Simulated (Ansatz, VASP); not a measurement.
# Cross-check of SiRu7 (Ru(0001)-(2x1)-Si surface alloy) between VASP and Ansatz

Wanted: the spread between two codes on one cell, functional and k mesh. Of the first pair: The structure shown is the start of the Ansatz relaxation below; VASP solves that cell, so the two are compared at the walk's first step.

Calculated with Ansatz 0.2.0; plane waves, with VASP 6.6.1 beside it; single point at PBE with D3(BJ).

## Step 1: The structure

The cell holds 8 atoms: 7 Ru and 1 Si. Its edges and angles: a = 5.400 Å, b = 2.700 Å, c = 23.715 Å, α = 90.0°, β = 90.0°, γ = 60.0°. Vacuum lies along c.

## Step 2: Ansatz: relaxation, PBE with D3(BJ)

Ansatz runs on its default PAW (the set named soft_2) files.

The two programs are compared at the cell with which this relaxation starts, whose forces are those of its first step.

Input file input.yaml:

```yaml
crystal:
  lattice:
    - [5.4, 0.0, 0.0]
    - [1.35, 2.3382685902, 0.0]
    - [0.0, 0.0, 23.7152]
  atoms:
    - { symbol: Ru, position: [0.33333333, 0.66666667, 0.3584199163] }
    - { symbol: Ru, position: [0.83333333, 0.66666667, 0.3584199163] }
    - { symbol: Ru, position: [0.0, 0.0, 0.4485899339] }
    - { symbol: Ru, position: [0.5, 0.0, 0.4485899339] }
    - { symbol: Ru, position: [0.33333333, 0.66666667, 0.5387599514] }
    - { symbol: Ru, position: [0.83333333, 0.66666667, 0.5387599514] }
    - { symbol: Ru, position: [0.0, 0.0, 0.628929969] }
    - { symbol: Si, position: [0.5, 0.0, 0.6415800837] }
kpoints:
  mp_grid: { grid: [6, 12, 1] }
hamiltonian:
  xc: pbe
  dispersion: d3bj
scf:
  occupations: { method: fermi_dirac, width: 0.1 }
  convergence: { dr2_threshold: 1.0e-08 }
efield:
  axis: 3
  dipole_correction: true
  ramp_position: 0.97
  ramp_width: 0.06
relax:
  f_tol: 0.015
  max_steps: 90
  constraints: [{ sites: [0, 1, 2, 3] }]
output:
  write_potential: true
  write_density: true
  volumetric_format: npy
```

Run with:

```bash
> ansatz run input.yaml --threads 2 --pin off --max-ram 3072MiB --backend cpu --events-out ev --progress --plain --runs-dir out
```

Numbers of over 12 decimals in the logs are rounded to 6 here.

Log:

```text
Engine: ansatz 0.2.0, x86_64-unknown-linux-gnu
Pseudopotentials: kind: paw
Pseudopotential: Ru, paw, valence charge 16, recommended cutoff 420 eV (normal), Ru.paw.azcp
Pseudopotential: Si, paw, valence charge 4, recommended cutoff 420 eV (normal), Si.paw.azcp
Functional definition: PBE
  parameter kappa = 0.804
  parameter beta = 0.066725
  exchange = pbe_x(kappa = kappa, mu = beta*pi^2/3)
  correlation = pbe_c(beta = beta)
Crystal: 8 atoms, lattice volume = 299.444 Å³
Basis set: ecut = 420 eV, 5873 PW (Γ), exchange–correlation on 80×40×320 points (8 copies of the dense FFT grid, shifted against one another)
Bands: 70, of which v1, the nominal top of the filled ones, is band 58 counted from 1 (57 counted from 0)
Symmetry: 2 space group operations
Space group: Pm (ITA 6), of the structure as read, at distance tolerance 6.7e-5 Å
k-points: 25 of 72 (time reversal used)
Non-local potential: Ru, projectors of the file, l = 0: 3, l = 1: 2, l = 2: 2, l = 3: 1
Non-local potential: Si, projectors of the file, l = 0: 2, l = 1: 2, l = 2: 2
PAW form: soft (Blöchl's): semilocal exchange-correlation on the pseudo side does not see the compensation charge
PAW one-centre angular grid: Ru, 590 points (default); XC on 64 Gauss nodes
PAW one-centre angular grid: Si, 110 points (default); XC on 64 Gauss nodes
Initial density: superposition of atomic densities (neutral atoms: chi_scale 0, normalization atom), corrected by the library's trained network
Initial wavefunctions: pseudopotential atomic-orbital guess
Functional: x = pbe(κ = 0.804, μ = 0.219515), c = pbe(β = 0.066725)
SCF iter   1: F=—  HF=-41787.170833 eV  |F-HF|=—  |Δ(HF+E_count)|=         —  Δρ=1.49e-2  dr2=7.12e0  ethr=1.77e-3  p=0.059 e·Å  D=3.59e-2 V/Å  ΔV_dip=-0.85 eV  dr2_dipole=2.52e0  V_vac-E_F(+/−)=4.02/4.87 eV  ⟨swp⟩=8.6  Hψ=7922  notcnv=0
efield: sawtooth ramp at fractional position 0.9700 (set: `efield.ramp_position`, or a place that a band, a saddle search or an elastic batch's reference lends), width 0.0600; the density the first Hamiltonian is built on has a dipole p = 0.059 e·Å; the dipole correction subtracts the counter field D = 3.59e-2 V/Å, which shifts the + side's vacuum level by -0.85 eV against the − side's; the planar-averaged density in the ramp window peaks in size at 1.3e-5 e/Å³
preconditioner: auto → LDOS  [metal: Δε(μ)=0.025 eV  Ē_g=4.534 eV  σ=0.100 eV  W_gap=0.06  n_scr=48 (ndim 8)  ℏωp=16.6 eV  f_vac=0.566  D(μ)=7.24/eV (n_scr^D=40)  β→1.0]
SCF iter   2: F=—  HF=-41787.064180 eV  |F-HF|=—  |Δ(HF+E_count)|=   1.07e-1  Δρ=6.76e-3  dr2=3.82e-1  ethr=1.77e-3  p=0.026 e·Å  D=1.60e-2 V/Å  ΔV_dip=-0.38 eV  dr2_dipole=7.03e-2  V_vac-E_F(+/−)=4.59/4.97 eV  ⟨swp⟩=1.8  Hψ=2088  notcnv=0  defer=1
SCF iter   3: F=—  HF=-41787.054227 eV  |F-HF|=—  |Δ(HF+E_count)|=   9.95e-3  Δρ=2.30e-3  dr2=3.27e-2  ethr=3.29e-4  p=0.031 e·Å  D=1.90e-2 V/Å  ΔV_dip=-0.45 eV  dr2_dipole=5.90e-3  V_vac-E_F(+/−)=4.60/5.05 eV  ⟨swp⟩=1.8  Hψ=1838  notcnv=0  defer=1
SCF iter   4: F=—  HF=-41787.051629 eV  |F-HF|=—  |Δ(HF+E_count)|=   2.60e-3  Δρ=3.68e-4  dr2=1.57e-3  ethr=2.82e-5  p=0.031 e·Å  D=1.85e-2 V/Å  ΔV_dip=-0.44 eV  dr2_dipole=2.69e-4  V_vac-E_F(+/−)=4.62/5.06 eV  ⟨swp⟩=2.0  Hψ=2309  notcnv=0  defer=1
SCF iter   5: F=—  HF=-41787.051654 eV  |F-HF|=—  |Δ(HF+E_count)|=   2.54e-5  Δρ=8.38e-5  dr2=4.80e-5  ethr=1.36e-6  p=0.030 e·Å  D=1.83e-2 V/Å  ΔV_dip=-0.43 eV  dr2_dipole=4.60e-7  V_vac-E_F(+/−)=4.64/5.07 eV  ⟨swp⟩=2.0  Hψ=2429  notcnv=0  defer=1
SCF iter   6: F=—  HF=-41787.051666 eV  |F-HF|=—  |Δ(HF+E_count)|=   1.16e-5  Δρ=4.48e-5  dr2=1.39e-5  ethr=4.14e-8  p=0.030 e·Å  D=1.84e-2 V/Å  ΔV_dip=-0.44 eV  dr2_dipole=3.87e-7  V_vac-E_F(+/−)=4.65/5.08 eV  ⟨swp⟩=2.7  Hψ=3284  notcnv=0  defer=1
SCF iter   7: F=—  HF=-41787.051663 eV  |F-HF|=—  |Δ(HF+E_count)|=   2.68e-6  Δρ=1.93e-5  dr2=3.22e-6  ethr=1.20e-8  p=0.030 e·Å  D=1.84e-2 V/Å  ΔV_dip=-0.44 eV  dr2_dipole=8.25e-10  V_vac-E_F(+/−)=4.65/5.09 eV  ⟨swp⟩=2.6  Hψ=2978  notcnv=0  defer=1
SCF iter   8: F=—  HF=-41787.051662 eV  |F-HF|=—  |Δ(HF+E_count)|=   8.15e-7  Δρ=8.70e-6  dr2=2.78e-7  ethr=2.78e-9  p=0.030 e·Å  D=1.84e-2 V/Å  ΔV_dip=-0.44 eV  dr2_dipole=3.16e-8  V_vac-E_F(+/−)=4.65/5.09 eV  ⟨swp⟩=2.2  Hψ=2599  notcnv=0  defer=1
SCF iter   9: F=—  HF=-41787.051663 eV  |F-HF|=—  |Δ(HF+E_count)|=   5.90e-7  Δρ=2.71e-6  dr2=1.69e-8  ethr=2.40e-10  p=0.030 e·Å  D=1.84e-2 V/Å  ΔV_dip=-0.44 eV  dr2_dipole=2.54e-11  V_vac-E_F(+/−)=4.65/5.09 eV  ⟨swp⟩=2.6  Hψ=3101  notcnv=0  defer=1
SCF iter  10: F=-41787.051663 eV  HF=-41787.051663 eV  |F-HF|=2.10e-8  |Δ(HF+E_count)|=   1.90e-7  Δρ=9.24e-7  dr2=3.13e-9  ethr=8.62e-12  p=0.030 e·Å  D=1.84e-2 V/Å  ΔV_dip=-0.44 eV  dr2_dipole=1.63e-11  V_vac-E_F(+/−)=4.65/5.09 eV  ⟨swp⟩=10.8  Hψ=13240  notcnv=0
SCF 1 converged in 10 iterations: F = -41787.051663 eV  dr2 = 3.13e-9
[...]
SCF iter   5: F=—  HF=-41787.466280 eV  |F-HF|=—  |Δ(HF+E_count)|=   1.60e-5  Δρ=1.58e-5  dr2=1.29e-6  ethr=1.71e-8  p=0.037 e·Å  D=2.25e-2 V/Å  ΔV_dip=-0.53 eV  dr2_dipole=1.72e-7  V_vac-E_F(+/−)=4.60/5.13 eV  ⟨swp⟩=2.2  Hψ=2778  notcnv=0  defer=2
SCF iter   6: F=—  HF=-41787.466276 eV  |F-HF|=—  |Δ(HF+E_count)|=   4.37e-6  Δρ=5.54e-6  dr2=1.15e-7  ethr=1.12e-9  p=0.037 e·Å  D=2.25e-2 V/Å  ΔV_dip=-0.53 eV  dr2_dipole=1.15e-8  V_vac-E_F(+/−)=4.60/5.13 eV  ⟨swp⟩=2.4  Hψ=2999  notcnv=0  defer=2
SCF iter   7: F=-41787.466276 eV  HF=-41787.466276 eV  |F-HF|=6.88e-8  |Δ(HF+E_count)|=   5.37e-7  Δρ=1.62e-6  dr2=7.59e-9  ethr=8.62e-12  p=0.037 e·Å  D=2.25e-2 V/Å  ΔV_dip=-0.53 eV  dr2_dipole=2.34e-12  V_vac-E_F(+/−)=4.60/5.13 eV  ⟨swp⟩=9.2  Hψ=14650  notcnv=0
SCF 5 converged in 7 iterations: F = -41787.466276 eV  dr2 = 7.59e-9
relax step   5: F+E_penalty+E_count = -41787.46627641 eV  Δ(F+E_penalty+E_count) = -3.538e-4 eV  max|allowed force component| = 4.769e-2 eV/Å  Δτ_max = 0.0177 Å  (7 SCF iters, accepted)
SCF iter   1: F=—  HF=-41787.466884 eV  |F-HF|=—  |Δ(HF+E_count)|=         —  Δρ=4.73e-4  dr2=5.64e-4  ethr=1.18e-5  p=0.037 e·Å  D=2.25e-2 V/Å  ΔV_dip=-0.53 eV  dr2_dipole=1.22e-5  V_vac-E_F(+/−)=4.60/5.13 eV  ⟨swp⟩=2.0  Hψ=3149  notcnv=0  defer=2
efield: sawtooth ramp at fractional position 0.9700 (set: `efield.ramp_position`, or a place that a band, a saddle search or an elastic batch's reference lends), width 0.0600; the density the first Hamiltonian is built on has a dipole p = 0.037 e·Å; the dipole correction subtracts the counter field D = 2.25e-2 V/Å, which shifts the + side's vacuum level by -0.53 eV against the − side's; the planar-averaged density in the ramp window peaks in size at 2.6e-6 e/Å³
preconditioner: auto → LDOS  [metal: Δε(μ)=0.029 eV  Ē_g=4.652 eV  σ=0.100 eV  W_gap=0.07  n_scr=48 (ndim 8)  ℏωp=16.6 eV  f_vac=0.574  D(μ)=7.76/eV (n_scr^D=42)  β→1.0]
SCF iter   2: F=—  HF=-41787.466795 eV  |F-HF|=—  |Δ(HF+E_count)|=   8.86e-5  Δρ=2.85e-4  dr2=2.12e-4  ethr=4.86e-7  p=0.037 e·Å  D=2.25e-2 V/Å  ΔV_dip=-0.53 eV  dr2_dipole=1.30e-6  V_vac-E_F(+/−)=4.60/5.13 eV  ⟨swp⟩=3.0  Hψ=3757  notcnv=0  defer=2
SCF iter   3: F=—  HF=-41787.466730 eV  |F-HF|=—  |Δ(HF+E_count)|=   6.55e-5  Δρ=5.28e-5  dr2=1.35e-5  ethr=1.82e-7  p=0.037 e·Å  D=2.25e-2 V/Å  ΔV_dip=-0.53 eV  dr2_dipole=1.43e-7  V_vac-E_F(+/−)=4.60/5.13 eV  ⟨swp⟩=2.4  Hψ=3081  notcnv=0  defer=2
SCF iter   4: F=—  HF=-41787.466712 eV  |F-HF|=—  |Δ(HF+E_count)|=   1.78e-5  Δρ=1.92e-5  dr2=2.34e-6  ethr=1.16e-8  p=0.037 e·Å  D=2.25e-2 V/Å  ΔV_dip=-0.53 eV  dr2_dipole=6.41e-9  V_vac-E_F(+/−)=4.60/5.13 eV  ⟨swp⟩=3.0  Hψ=3528  notcnv=0  defer=2
SCF iter   5: F=—  HF=-41787.466701 eV  |F-HF|=—  |Δ(HF+E_count)|=   1.12e-5  Δρ=4.64e-6  dr2=1.04e-7  ethr=2.02e-9  p=0.037 e·Å  D=2.25e-2 V/Å  ΔV_dip=-0.53 eV  dr2_dipole=6.01e-9  V_vac-E_F(+/−)=4.60/5.13 eV  ⟨swp⟩=2.0  Hψ=2509  notcnv=0  defer=2
SCF iter   6: F=—  HF=-41787.466701 eV  |F-HF|=—  |Δ(HF+E_count)|=   1.07e-7  Δρ=1.59e-6  dr2=1.71e-8  ethr=9.00e-11  p=0.037 e·Å  D=2.25e-2 V/Å  ΔV_dip=-0.53 eV  dr2_dipole=9.97e-10  V_vac-E_F(+/−)=4.60/5.13 eV  ⟨swp⟩=3.3  Hψ=3551  notcnv=0  defer=2
SCF iter   7: F=-41787.466701 eV  HF=-41787.466701 eV  |F-HF|=4.33e-9  |Δ(HF+E_count)|=   3.36e-8  Δρ=5.22e-7  dr2=8.87e-10  ethr=8.62e-12  p=0.037 e·Å  D=2.25e-2 V/Å  ΔV_dip=-0.53 eV  dr2_dipole=5.69e-11  V_vac-E_F(+/−)=4.60/5.13 eV  ⟨swp⟩=10.6  Hψ=12829  notcnv=0
SCF 6 converged in 7 iterations: F = -41787.466701 eV  dr2 = 8.87e-10
relax step   6: F+E_penalty+E_count = -41787.46670072 eV  Δ(F+E_penalty+E_count) = -4.243e-4 eV  max|allowed force component| = 9.039e-3 eV/Å  Δτ_max = 0.0082 Å  (7 SCF iters, accepted)
NSCF: frozen V_eff on 25 k-points
the band table was solved once a step of the walk had ended and its energy, with any forces and stress, was formed, with the checks that follow a solve (7563 applications of the Hamiltonian). They found nothing against the state; the energy, forces and stress were not computed again (output.eigenvalues in the input reference)
SCF converged after 7 iterations
Free energy (F): -41787.466701 eV
Harris-Foulkes:  -41787.466701 eV  (|F-HF|=4.33e-9)
Internal energy: -41787.203813 eV  (E = F + TS)
E sigma→0 (E₀):  -41787.335257 eV
Entropy (-TS):   -0.262887 eV (-32.861 meV/atom)
Fermi energy:    4.940692 eV
Dipole field:    D = 0.022498 V/Å  (p = 0.037230 e·Å, saw-weighted, corrected)
Work function:   Φ+ = 4.5976 eV   Φ− = 5.1311 eV
Levels:          The Fermi level and band energies are counted from a zero that moves with the ramp; work functions are not
--- Per-component energies (eV) ---
  E_band       = -2437.889791
  E_kinetic    = 3636.640069
  E_local      = -178728.377294  (includes V_loc(G=0)·N_el)
  E_nonlocal   = 2430.204174
  E_hartree    = 86747.103252
  E_xc         = -1384.742871
  E_vxc        = -1715.387634  (∫ρ·V_xc dr)
  E_paw        = -24739.219197  (= ΣΔE_a)
  E_vpaw       = -1556.449641  (= ΣTr[D̂ρ^β])
  E_aug_tail   = -0.001348  (compensation charges beyond the density's cutoff)
  E_efield     = 0.000419  (sawtooth field / dipole correction)
  E_vefield    = 1.280635  (∫n·V_field dr)
  E_ewald      = 70254.759446
  E_disp       = -3.570463  (pairwise vdW)
  E_smearing   = -0.262887  (= −TS)
  E_closure    = -0.000000  (closes the sum)
  Σ components = -41787.466701   (vs F -41787.466701, Δ=0.00e0)
--- Forces (eV/Å), atoms counted from 1 ---
  atom   1  Ru     0.02640062    -0.01524240     0.52879357
  atom   2  Ru    -0.01139127     0.00657675     0.87595227
  atom   3  Ru    -0.11219903     0.06477814    -0.92917974
  atom   4  Ru     0.08265543    -0.04772113    -0.48585084
  atom   5  Ru     0.00407179    -0.00235085     0.00036232
  atom   6  Ru     0.00688569    -0.00397546     0.00602569
  atom   7  Ru     0.00193686    -0.00111824     0.00903927
  atom   8  Si     0.00165766    -0.00095705    -0.00514818
  max |Σ_I F_I| component: 1.78e-5 eV/Å
--- Band table (eV; the first three rows and the last of 25) ---
  k-point 0: bands = [... 54 lower, 4.0385, 4.2942, 4.7212, 5.1091, 5.2057, 5.3932, 5.5836, 5.6237, ... 8 higher]
  k-point 1: bands = [... 54 lower, 4.0726, 4.2197, 4.6962, 4.8189, 4.8990, 5.0626, 5.3602, 5.4358, ... 8 higher]
  k-point 2: bands = [... 54 lower, 3.8300, 3.9104, 4.1405, 4.3249, 4.6017, 4.9199, 5.0822, 5.3207, ... 8 higher]
  k-point 24: bands = [... 54 lower, 4.0828, 4.7766, 4.9671, 5.1252, 5.4266, 5.6553, 6.0699, 6.2510, ... 8 higher]
--- Relaxed structure (6 steps of the walk, 6 accepted, 0 SCFs on fresh bases) ---
  F+E_penalty+E_count = -41787.46670072 eV   max|allowed force component| = 9.039e-3 eV/Å
  atoms:
    - { symbol: Ru, position: [0.333333, 0.66666667, 0.358420] }
    - { symbol: Ru, position: [0.83333333, 0.66666667, 0.358420] }
    - { symbol: Ru, position: [0.0, 0.0, 0.4485899339] }
    - { symbol: Ru, position: [0.5, 0.0, 0.4485899339] }
    - { symbol: Ru, position: [0.328026, 0.671974, 0.537336] }
    - { symbol: Ru, position: [0.832360, 0.667640, 0.538295] }
    - { symbol: Ru, position: [0.013604, -0.013604, 0.629451] }
    - { symbol: Si, position: [0.498583, 0.00141721, 0.623924] }
```

(Part 1 of 2 ends here.)

[Lines on the potential files, build, host, timing and source positions are cut from VASP's logs without a mark.]

[Logs are printed without paths, hosts, clocks, repeated set-up lines and the standing remarks that a program may print on its own settings, such as how far it seeks lower states.]

[Hosts, paths, dates, database ids (printed as entryN), source tags and the programs' standing remarks are cut or masked in the printed files.]
